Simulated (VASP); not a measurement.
A run of VASP 6.6.1 is set up as follows.

INCAR

```
SYSTEM = GdSeO
PREC = Accurate ; ENCUT = 520
EDIFF = 1E-7 ; ISMEAR = 0
SIGMA = 0.05 ; LREAL = .FALSE.
LASPH = .TRUE. ; NELM = 150
ALGO = Normal ; ISIF = 2
LWAVE = .FALSE. ; LCHARG = .FALSE.
ISPIN = 2 ; MAGMOM = 6.9 6.9 0 0 0 0
LORBIT = 11 ; LMAXMIX = 6
LDAU = .TRUE. ; LDAUTYPE = 1
LDAUL = 3 -1 -1 ; LDAUU = 7.02 0 0
LDAUJ = 0.41 0 0 ; LDAUPRINT = 1
GGA = PE ; NBANDS = 43
```

The input KPOINTS:

```
regular mesh
0
G
  5 5 3
  0 0 0
```

Contents of POSCAR:

```
GdSeO
1.0
    4.1417014319      0.0000000000      0.0000000000
    0.0000000000      4.1417014319      0.0000000000
    0.0000000000      0.0000000000      6.9475755953
Gd Se O
2 2 2
Direct
    0.2500000000      0.2500000000      0.1498497577
    0.7500000000      0.7500000000      0.8501502423
    0.2500000000      0.2500000000      0.5538674662
    0.7500000000      0.7500000000      0.4461325338
    0.7500000000      0.2500000000      0.0000000000
    0.2500000000      0.7500000000      0.0000000000
```

Potentials or basis: VASP PAW PBE potentials, release 64 (Gd, Se, O).

Command:

```sh
$ cat potpaw_PBE.64/Gd/POTCAR potpaw_PBE.64/Se/POTCAR potpaw_PBE.64/O/POTCAR > POTCAR
$ mpirun -np 1 vasp_std > vasp.out
```

Problem. Predict the net moment.

Solution. 13.77 μB per cell.

Problem. Estimate the largest force.

Solution. 0.018 eV/Å.

Problem. Predict the band gap on the k mesh.

Solution. None (metal or under the smearing width).

Problem. Predict the pressure.

Solution. 0.1 GPa.

Forces in eV/Å, atoms in the order of the input:
```
Gd   0.000  0.000  0.009
Gd   0.000  0.000 -0.009
Se   0.000  0.000  0.018
Se   0.000  0.000 -0.018
O    0.000  0.000  0.000
O    0.000  0.000  0.000
```

Caveat: spin-orbit coupling is left out, which moves the levels of the heavy elements. The state reached can hang on the start; a lower one may exist.
